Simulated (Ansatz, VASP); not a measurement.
# Cross-check of Ba2ScCuO4 between VASP and Ansatz, part 2 of 2

Aim: how closely do two programs agree when they are given the same cell, functional and k mesh? The cell is taken from a series of runs on this material, whose earlier steps may have relaxed, scaled, displaced or heated it; both programs get it as it stands.

VASP 6.6.1 and Ansatz 0.2.0.

So far: The starting structure; Ansatz: dielectric response, PBEsol.

## 3. VASP: dielectric response, PBEsol

Level of this step: PBEsol, no spin polarisation; plane waves and PAW (Ba_sv, Sc_sv, Cu, O) (VASP).

The same cell, functional and mesh now go to VASP, with its own data sets.

Lines of VASP's logs that name or quote its potential files are left out, and so is its time.

File INCAR:

```
SYSTEM = Ba2ScCuO4
PREC = Accurate
ENCUT = 520
EDIFF = 1E-08
NELM = 120
ISMEAR = 0
SIGMA = 0.01
LREAL = .FALSE.
ALGO = Normal
GGA = PS
NBANDS = 41
LASPH = .TRUE.
LORBIT = 11
LWAVE = .FALSE.
LCHARG = .FALSE.
ISIF = 2
LEPSILON = .TRUE.
GGA_COMPAT = .FALSE.
KPAR = 2
```

File POSCAR:

```
Ba2ScCuO4
1.0
    4.1769560000      0.0000000000      0.0000000000
    0.0000000000      4.1769560000      0.0000000000
    0.0000000000      0.0000000000      8.0788570000
Ba Sc Cu O
2 1 1 4
Direct
    0.5000000000      0.5000000000      0.7679770000
    0.5000000000      0.5000000000      0.2320230000
    0.0000000000      0.0000000000      0.0000000000
    0.0000000000      0.0000000000      0.5000000000
    0.0000000000      0.5000000000      0.0000000000
    0.5000000000      0.0000000000      0.0000000000
    0.0000000000      0.0000000000      0.7246710000
    0.0000000000      0.0000000000      0.2753290000
```

File KPOINTS:

```
Automatic mesh
0
Gamma
6 6 4
0 0 0
```

The projector-augmented-wave data sets are Ba_sv, Sc_sv, Cu and O (PBE family, release 64).

Command:

```
mpirun -np 2 vasp_std
```

Numbers of over 12 decimals in the logs are rounded to 6 here.

Log:

```text
[banner, memory and clock lines left out]
running    2 mpi-ranks, on    1 nodes
 distrk:  each k-point on    1 cores,    2 groups
 distr:  one band on    1 cores,    1 groups

 POSCAR found type information on POSCAR BaScCuO
 POSCAR found :  4 types and       8 ions
|                                                                             |
|               ----> ADVICE to this user running VASP <----                  |
|                                                                             |
|     You enforced a specific xc type in the INCAR file but a different       |
|     [... a line on the potential file left out ...]
|     I HOPE YOU KNOW WHAT YOU ARE DOING!                                     |
|                                                                             |

 LDA part: xc-table for (Slater+PW92), standard interpolation
 POSCAR, INCAR and KPOINTS ok, starting setup
 FFT: planning ... GRIDC
 FFT: planning ... GRID_SOFT
 FFT: planning ... GRID
 WAVECAR not read
 entering main loop
       N       E                     dE             d eps       ncg     rms          rms(c)
DAV:   1     0.875250991514E+03    0.87525E+03   -0.29013E+04  2460   0.171E+03
DAV:   2     0.105446730454E+03   -0.76980E+03   -0.73799E+03  2548   0.489E+02
DAV:   3    -0.573476358664E+02   -0.16279E+03   -0.15676E+03  3855   0.212E+02
DAV:   4    -0.697703542440E+02   -0.12423E+02   -0.12334E+02  4047   0.641E+01
DAV:   5    -0.700955386559E+02   -0.32518E+00   -0.32362E+00  3928   0.100E+01    0.265E+01
DAV:   6    -0.639109812598E+02    0.61846E+01   -0.13174E+02  3468   0.130E+02    0.186E+01
DAV:   7    -0.567657408859E+02    0.71452E+01   -0.33287E+01  4000   0.725E+01    0.733E+00
DAV:   8    -0.567547167714E+02    0.11024E-01   -0.69362E+00  3990   0.309E+01    0.361E+00
DAV:   9    -0.566406857718E+02    0.11403E+00   -0.13914E+00  3992   0.224E+01    0.155E+00
DAV:  10    -0.566046774632E+02    0.36008E-01   -0.35018E-01  3968   0.129E+01    0.621E-01
DAV:  11    -0.566133185652E+02   -0.86411E-02   -0.11333E-01  3872   0.696E+00    0.650E-01
DAV:  12    -0.566069849779E+02    0.63336E-02   -0.27382E-02  3888   0.356E+00    0.166E-01
DAV:  13    -0.566071223007E+02   -0.13732E-03   -0.74219E-03  3880   0.935E-01    0.584E-02
DAV:  14    -0.566071819603E+02   -0.59660E-04   -0.75587E-04  3624   0.292E-01    0.378E-02
DAV:  15    -0.566071791217E+02    0.28386E-05   -0.15185E-04  3920   0.110E-01    0.976E-03
DAV:  16    -0.566071816918E+02   -0.25701E-05   -0.20422E-05  3624   0.350E-02    0.550E-03
DAV:  17    -0.566071819623E+02   -0.27055E-06   -0.34167E-06  3904   0.171E-02    0.207E-03
DAV:  18    -0.566071819020E+02    0.60343E-07   -0.65071E-07  3520   0.985E-03    0.126E-03
DAV:  19    -0.566071818817E+02    0.20334E-07   -0.23440E-07  3656   0.459E-03    0.366E-04
DAV:  20    -0.566071818748E+02    0.68585E-08   -0.29906E-08  2800   0.156E-03
   1 F= -.56607182E+02 E0= -.56607182E+02  d E =-.206162-123
 Linear response reoptimize wavefunctions to high precision
DAV:   1    -0.566071818775E+02   -0.27130E-08   -0.55858E-09  2168   0.718E-04
DAV:   2    -0.566071818777E+02   -0.15280E-09   -0.11538E-09  1928   0.317E-04
DAV:   3    -0.566071818777E+02    0.19099E-10   -0.47961E-10  1888   0.190E-04
 Linear response G [H, r] |phi>, progress :
  Direction:   1
       N       E                     dE             d eps       ncg     rms
RMM:   1    -0.250104491164E+03   -0.25010E+03   -0.10594E+04  4365   0.119E+03
RMM:   2    -0.249643733689E+03    0.46076E+00   -0.17084E+02  4405   0.614E+01
RMM:   3    -0.253887240729E+03   -0.42435E+01   -0.29522E+01  5351   0.180E+01
RMM:   4    -0.254691737897E+03   -0.80450E+00   -0.52669E+00  5941   0.638E+00
RMM:   5    -0.254924855073E+03   -0.23312E+00   -0.15419E+00  5924   0.258E+00
RMM:   6    -0.254983377209E+03   -0.58522E-01   -0.30824E-01  6038   0.115E+00
RMM:   7    -0.255003781890E+03   -0.20405E-01   -0.12007E-01  5986   0.581E-01
RMM:   8    -0.255008937576E+03   -0.51557E-02   -0.30352E-02  5948   0.314E-01
RMM:   9    -0.255011139318E+03   -0.22017E-02   -0.17349E-02  5905   0.192E-01
RMM:  10    -0.255011724258E+03   -0.58494E-03   -0.46869E-03  5818   0.133E-01
RMM:  11    -0.255011925730E+03   -0.20147E-03   -0.28241E-03  5784   0.106E-01
RMM:  12    -0.255012026025E+03   -0.10029E-03   -0.21997E-03  5762   0.937E-02
RMM:  13    -0.255012060192E+03   -0.34167E-04   -0.21088E-03  5790   0.876E-02
RMM:  14    -0.255012073564E+03   -0.13373E-04   -0.20092E-03  5849   0.858E-02
RMM:  15    -0.255012079349E+03   -0.57844E-05   -0.20068E-03  5887   0.847E-02
RMM:  16    -0.255012078632E+03    0.71706E-06   -0.19622E-03  5997   0.846E-02
 Linear response G [H, r] |phi>, progress :
  Direction:   2
       N       E                     dE             d eps       ncg     rms
RMM:   1    -0.261835679823E+03   -0.26184E+03   -0.10639E+04  4273   0.118E+03
[...]
RMM:   7    -0.159461333349E+01   -0.69093E-02   -0.47939E-03  8195   0.220E-01    0.313E-02
RMM:   8    -0.159537226277E+01   -0.75893E-03   -0.20738E-03  8703   0.116E-01    0.155E-02
RMM:   9    -0.159589807889E+01   -0.52582E-03   -0.44390E-04  8831   0.575E-02    0.708E-03
RMM:  10    -0.159593862859E+01   -0.40550E-04   -0.22637E-04  8675   0.340E-02    0.382E-03
RMM:  11    -0.159608470339E+01   -0.14607E-03   -0.88540E-05  9464   0.188E-02    0.228E-03
RMM:  12    -0.159618662861E+01   -0.10193E-03   -0.47416E-05  9362   0.122E-02    0.140E-03
RMM:  13    -0.159615044344E+01    0.36185E-04   -0.29732E-05  8715   0.938E-03    0.861E-04
RMM:  14    -0.159616077579E+01   -0.10332E-04   -0.25726E-05  9410   0.749E-03    0.849E-04
RMM:  15    -0.159616273211E+01   -0.19563E-05   -0.22345E-05  9216   0.684E-03    0.887E-04
RMM:  16    -0.159615282498E+01    0.99071E-05   -0.21676E-05  9283   0.649E-03    0.119E-03
RMM:  17    -0.159620914372E+01   -0.56319E-04   -0.19662E-05  8823   0.678E-03    0.350E-04
RMM:  18    -0.159619720812E+01    0.11936E-04   -0.20200E-05  9288   0.631E-03    0.830E-05
RMM:  19    -0.159620144397E+01   -0.42358E-05   -0.19936E-05  9344   0.629E-03    0.133E-04
RMM:  20    -0.159620331121E+01   -0.18672E-05   -0.21048E-05  9328   0.627E-03    0.156E-04
[...]
RMM:  42    -0.159619773074E+01   -0.16260E-07   -0.21639E-05 10040   0.630E-03    0.195E-05
RMM:  43    -0.159619763733E+01    0.93417E-07   -0.21107E-05 10065   0.630E-03    0.120E-05
RMM:  44    -0.159619767628E+01   -0.38954E-07   -0.21623E-05 10075   0.630E-03    0.179E-05
RMM:  45    -0.159619758377E+01    0.92511E-07   -0.21092E-05 10107   0.630E-03    0.112E-05
RMM:  46    -0.159619758643E+01   -0.26613E-08   -0.21601E-05 10098   0.630E-03    0.161E-05
RMM:  47    -0.159619750685E+01    0.79583E-07   -0.21083E-05 10126   0.630E-03    0.100E-05
RMM:  48    -0.159619744670E+01    0.60151E-07   -0.21567E-05 10152   0.630E-03    0.138E-05
RMM:  49    -0.159619735720E+01    0.89497E-07   -0.21052E-05 10140   0.630E-03    0.776E-06
 change of polarisation eV/A/(eV/A) component  1 :     2.948    -0.138    -0.021
 dielectric tensor                  component  1 :     4.785    -0.177    -0.028
 Linear response to external field, progress :
  Direction:   2
       N       E                     dE             d eps       ncg     rms          rms(c)
RMM:   1    -0.787023552333E+00   -0.78702E+00   -0.34205E+00  4895   0.348E+01
RMM:   2    -0.140743413257E+01   -0.62041E+00    0.10849E-01  6555   0.493E+00    0.172E+00
RMM:   3    -0.147636101227E+01   -0.68927E-01   -0.44011E-01  6533   0.283E+00    0.102E+00
RMM:   4    -0.155665442157E+01   -0.80293E-01   -0.24177E-01  7113   0.221E+00    0.276E-01
RMM:   5    -0.157205316054E+01   -0.15399E-01   -0.58140E-02  8328   0.789E-01    0.151E-01
RMM:   6    -0.158786696401E+01   -0.15814E-01   -0.10647E-02  8143   0.383E-01    0.678E-02
RMM:   7    -0.159458342288E+01   -0.67165E-02   -0.46049E-03  8168   0.219E-01    0.315E-02
RMM:   8    -0.159537808183E+01   -0.79466E-03   -0.20414E-03  8712   0.116E-01    0.156E-02
RMM:   9    -0.159588842702E+01   -0.51035E-03   -0.45570E-04  8851   0.575E-02    0.716E-03
RMM:  10    -0.159596089654E+01   -0.72470E-04   -0.22319E-04  8748   0.334E-02    0.324E-03
RMM:  11    -0.159612435368E+01   -0.16346E-03   -0.90233E-05  9475   0.187E-02    0.163E-03
RMM:  12    -0.159620619515E+01   -0.81841E-04   -0.44916E-05  9339   0.121E-02    0.815E-04
RMM:  13    -0.159614736442E+01    0.58831E-04   -0.26274E-05  9023   0.918E-03    0.893E-04
RMM:  14    -0.159613970051E+01    0.76639E-05   -0.25271E-05  9407   0.762E-03    0.129E-03
[...]
RMM:  23    -0.159619455910E+01   -0.14195E-06   -0.22226E-05  9459   0.655E-03    0.437E-05
RMM:  24    -0.159619537902E+01   -0.81992E-06   -0.22758E-05  9508   0.655E-03    0.352E-05
RMM:  25    -0.159619571607E+01   -0.33705E-06   -0.22308E-05  9563   0.655E-03    0.121E-05
RMM:  26    -0.159619574932E+01   -0.33251E-07   -0.22775E-05  9532   0.655E-03    0.182E-05
RMM:  27    -0.159619570982E+01    0.39499E-07   -0.22228E-05  9556   0.655E-03    0.122E-05
RMM:  28    -0.159619577247E+01   -0.62651E-07   -0.22367E-05  9635   0.655E-03    0.129E-05
RMM:  29    -0.159619580553E+01   -0.33060E-07   -0.21938E-05  9701   0.655E-03    0.120E-05
RMM:  30    -0.159619587176E+01   -0.66231E-07   -0.22440E-05  9725   0.656E-03    0.901E-06
 change of polarisation eV/A/(eV/A) component  2 :    -0.138     2.948     0.016
 dielectric tensor                  component  2 :    -0.177     4.785     0.020
 Linear response to external field, progress :
  Direction:   3
       N       E                     dE             d eps       ncg     rms          rms(c)
RMM:   1    -0.742436714149E+00   -0.74244E+00   -0.35008E+00  2978   0.364E+01
RMM:   2    -0.145153635871E+01   -0.70910E+00    0.49062E-01  4008   0.552E+00    0.187E+00
RMM:   3    -0.152249966355E+01   -0.70963E-01   -0.46040E-01  4256   0.362E+00    0.111E+00
RMM:   4    -0.156100647256E+01   -0.38507E-01   -0.16990E-01  4581   0.161E+00    0.657E-01
RMM:   5    -0.160295570860E+01   -0.41949E-01   -0.65383E-02  4658   0.114E+00    0.224E-01
RMM:   6    -0.161086878524E+01   -0.79131E-02   -0.25468E-02  5053   0.531E-01    0.173E-01
RMM:   7    -0.161466541084E+01   -0.37966E-02   -0.62542E-03  5070   0.261E-01    0.279E-02
RMM:   8    -0.161676754399E+01   -0.21021E-02   -0.27573E-03  5242   0.120E-01    0.262E-02
RMM:   9    -0.161697565231E+01   -0.20811E-03   -0.10108E-03  5193   0.601E-02    0.132E-02
RMM:  10    -0.161687308888E+01    0.10256E-03   -0.46083E-04  5484   0.320E-02    0.590E-03
RMM:  11    -0.161683319280E+01    0.39896E-04   -0.14310E-06  5448   0.179E-02    0.210E-03
RMM:  12    -0.161692693697E+01   -0.93744E-04   -0.15527E-04  5642   0.109E-02    0.133E-03
RMM:  13    -0.161691073530E+01    0.16202E-04    0.92647E-05  5657   0.819E-03    0.438E-04
RMM:  14    -0.161693837322E+01   -0.27638E-04   -0.36007E-05  5713   0.686E-03    0.176E-04
[...]
RMM:  18    -0.161694020306E+01    0.49207E-05   -0.23334E-05  5639   0.603E-03    0.575E-05
RMM:  19    -0.161694162489E+01   -0.14218E-05   -0.29903E-05  5590   0.604E-03    0.354E-05
RMM:  20    -0.161693790008E+01    0.37248E-05    0.12460E-05  5678   0.605E-03    0.245E-05
RMM:  21    -0.161694143404E+01   -0.35340E-05   -0.22498E-05  5659   0.606E-03    0.192E-05
RMM:  22    -0.161694097786E+01    0.45618E-06   -0.14024E-05  5673   0.605E-03    0.210E-05
RMM:  23    -0.161694094535E+01    0.32511E-07   -0.12874E-05  5701   0.606E-03    0.147E-05
RMM:  24    -0.161694109298E+01   -0.14764E-06   -0.14740E-05  5735   0.606E-03    0.172E-05
RMM:  25    -0.161694058323E+01    0.50975E-06   -0.81107E-06  5797   0.606E-03    0.756E-06
 change of polarisation eV/A/(eV/A) component  3 :    -0.015     0.043     3.074
 dielectric tensor                  component  3 :    -0.019     0.055     4.946
 Born effective charges drift removed
```

Parts of OUTCAR (step 3):

```text
ion  position               nearest neighbor table
   1  0.500  0.500  0.768-   5 2.81   6 2.81   6 2.81   5 2.81   7 2.97   7 2.97   7 2.97   7 2.97
                             3 3.50   3 3.50   3 3.50   3 3.50   4 3.66   4 3.66   4 3.66   4 3.66
   2  0.500  0.500  0.232-   5 2.81   6 2.81   6 2.81   5 2.81   8 2.97   8 2.97   8 2.97   8 2.97
                             3 3.50   3 3.50   3 3.50   3 3.50   4 3.66   4 3.66   4 3.66   4 3.66
   3  0.000  0.000  0.000-   5 2.09   6 2.09   5 2.09   6 2.09   7 2.22   8 2.22   1 3.50   2 3.50
                             1 3.50   1 3.50   2 3.50   2 3.50   1 3.50   2 3.50
   4  0.000  0.000  0.500-   7 1.82   8 1.82   1 3.66   2 3.66   1 3.66   2 3.66   1 3.66   2 3.66
                             1 3.66   2 3.66
   5  0.000  0.500  0.000-   3 2.09   3 2.09   1 2.81   2 2.81   1 2.81   2 2.81
   6  0.500  0.000  0.000-   3 2.09   3 2.09   1 2.81   1 2.81   2 2.81   2 2.81
   7  0.000  0.000  0.725-   4 1.82   3 2.22   1 2.97   1 2.97   1 2.97   1 2.97
   8  0.000  0.000  0.275-   4 1.82   3 2.22   2 2.97   2 2.97   2 2.97   2 2.97

  LATTYP: Found a simple tetragonal cell.
 ALAT       =     4.1769560000
 C/A-ratio  =     1.9341494141

 Subroutine GETGRP returns: Found 16 space group operations
 (whereof 16 operations were pure point group operations)

The static configuration has the point symmetry D_4h.

 Found     30 irreducible k-points:

   k-points           NKPTS =     30   k-points in BZ     NKDIM =     30   number of bands    NBANDS=     41

   dimension x,y,z NGX =    32 NGY =   32 NGZ =   60
   dimension x,y,z NGXF=    64 NGYF=   64 NGZF=  120

   ENCUT  =  520.0 eV  38.22 Ry    6.18 a.u.   7.77  7.77 15.02*2*pi/ulx,y,z

   NELECT =      66.0000    total number of electrons

 k-points in reciprocal lattice and weights: Automatic mesh
   0.00000000  0.00000000  0.00000000       0.007
   0.16666667  0.00000000  0.00000000       0.028
   0.33333333  0.00000000  0.00000000       0.028
   0.50000000  0.00000000  0.00000000       0.014
   0.16666667  0.16666667  0.00000000       0.028
   0.33333333  0.16666667  0.00000000       0.056
   0.50000000  0.16666667  0.00000000       0.028
   0.33333333  0.33333333  0.00000000       0.028
   0.50000000  0.33333333  0.00000000       0.028
[...]
0.50000000  0.33333333  0.50000000       0.028
   0.50000000  0.50000000  0.50000000       0.007

 average (electrostatic) potential at core
       1 -35.8118       2 -35.8118       3 -46.6495       4 -67.6636       5 -71.0164
       6 -71.0164       7 -71.5597       8 -71.5597

  Total       -3.4628215     -3.4628215     -4.5724061      0.0000000      0.0000000     -0.0000000
  in kB      -39.3614391    -39.3614391    -51.9739414      0.0000000      0.0000000     -0.0000000
  external PRESSURE =     -43.5656066 kB  Pullay stress =       0.0000000 kB

  energy-cutoff  :      520.00
  volume of cell :      140.95
      direct lattice vectors                 reciprocal lattice vectors
     4.176956000  0.000000000  0.000000000     0.239408794  0.000000000  0.000000000
     0.000000000  4.176956000  0.000000000     0.000000000  0.239408794  0.000000000
     0.000000000  0.000000000  8.078857000     0.000000000  0.000000000  0.123779886

 POSITION                                       TOTAL-FORCE (eV/Angst)
 -----------------------------------------------------------------------------------
      2.08848      2.08848      6.20438         0.000000      0.000000      0.226047
      2.08848      2.08848      1.87448         0.000000     -0.000000     -0.226047
      0.00000      0.00000      0.00000         0.000000      0.000000     -0.000000
      0.00000      0.00000      4.03943         0.000000      0.000000     -0.000000
      0.00000      2.08848      0.00000         0.000000      0.000000     -0.000000
      2.08848      0.00000      0.00000         0.000000      0.000000     -0.000000
      0.00000      0.00000      5.85451         0.000000      0.000000     -0.195175
      0.00000      0.00000      2.22434         0.000000     -0.000000      0.195175
 -----------------------------------------------------------------------------------
    total drift:                                0.000000      0.000000     -0.000000

 MACROSCOPIC STATIC DIELECTRIC TENSOR (including local field effects in DFT)
 ------------------------------------------------------
           4.785003     0.000000     0.000000
           0.000000     4.785003    -0.000000
          -0.000000     0.000000     4.946164
 ------------------------------------------------------

 PIEZOELECTRIC TENSOR (including local field effects)  for field in x, y, z        (C/m^2)
          XX          YY          ZZ          XY          YZ          ZX
  --------------------------------------------------------------------------------
  x     0.00000     0.00000     0.00000     0.00000     0.00000     0.00000
  y     0.00000     0.00000     0.00000     0.00000     0.00000     0.00000
  z     0.00000     0.00000     0.00000     0.00000     0.00000     0.00000

 BORN EFFECTIVE CHARGES (including local field effects) (in |e|, cummulative output)
 ---------------------------------------------------------------------------------
 ion    1
    1     2.88384    -0.00000     0.00000
    2     0.00000     2.88384     0.00000
    3     0.00000    -0.00000     2.28115
 ion    2
    1     2.88384     0.00000     0.00000
    2     0.00000     2.88384     0.00000
    3    -0.00000    -0.00000     2.28115
 ion    3
    1     4.35492     0.00000     0.00000
    2     0.00000     4.35492     0.00000
    3     0.00000    -0.00000     4.27346
 ion    4
    1    -0.75267     0.00000     0.00000
    2     0.00000    -0.75267     0.00000
    3     0.00000    -0.00000     2.08764
 ion    5
    1    -2.46666     0.00000     0.00000
    2     0.00000    -3.81982     0.00000
    3     0.00000    -0.00000    -2.08918
 ion    6
    1    -3.81982     0.00000     0.00000
    2     0.00000    -2.46666     0.00000
    3     0.00000    -0.00000    -2.08918
 ion    7
    1    -1.54172     0.00000     0.00000
    2    -0.00000    -1.54172     0.00000
    3     0.00000    -0.00000    -3.37252
 ion    8
    1    -1.54172     0.00000     0.00000
    2    -0.00000    -1.54172     0.00000
    3     0.00000    -0.00000    -3.37252
```

This run has no spin polarisation, so a moment on Cu, if there is one, isn't seen. The dielectric response converges more slowly with the mesh than energies do, so tensor and charges may still move on a finer one. Harder data sets than Ba_sv exist (the GW ones), and pressures, volumes and forces can shift noticeably with them.

## 4. Differences

Known differences besides the potentials themselves: fixed occupations in Ansatz, narrow Gaussian smearing in VASP; VASP's response is taken on the typed mesh, Ansatz refines its own for the field response alone; the data sets hold 74 valence electrons in Ansatz (on its default PAW (the set named soft_2) files) and 66 in VASP; the cutoff is 420 eV in Ansatz and 520 eV in VASP; Ansatz makes its cores anew for this functional, VASP keeps those of its PBE data sets. Total energies have different zeros and are not compared.

Compared:

```csv
quantity,Ansatz,VASP,difference
ε∞ xx,4.75,4.79,-0.70 %
ε∞ yy,4.75,4.79,-0.70 %
ε∞ zz,4.94,4.95,-0.07 %
```

## 5. Summary of results

```
difference in ε∞ xx (dielectric response, PBEsol) : -0.70 %
```

In words: The difference in ε∞ xx is -0.70 % (dielectric response, PBEsol), within the 5 % picked in this series as the mark of a large difference. The data sets hold unlike numbers of valence electrons (74 in Ansatz and 66 in VASP), so part of the differences comes from the potentials. Such differences can come from data sets, numerical settings and the points named under the comparisons, not from the functional's error against experiment.

[Lines on the potential files, build, host, timing and source positions are cut from VASP's logs without a mark.]

[Logs are printed without paths, hosts, clocks, repeated set-up lines and the standing remarks that a program may print on its own settings, such as how far it seeks lower states.]

[Hosts, paths, dates, database ids (printed as entryN), source tags and the programs' standing remarks are cut or masked in the printed files.]
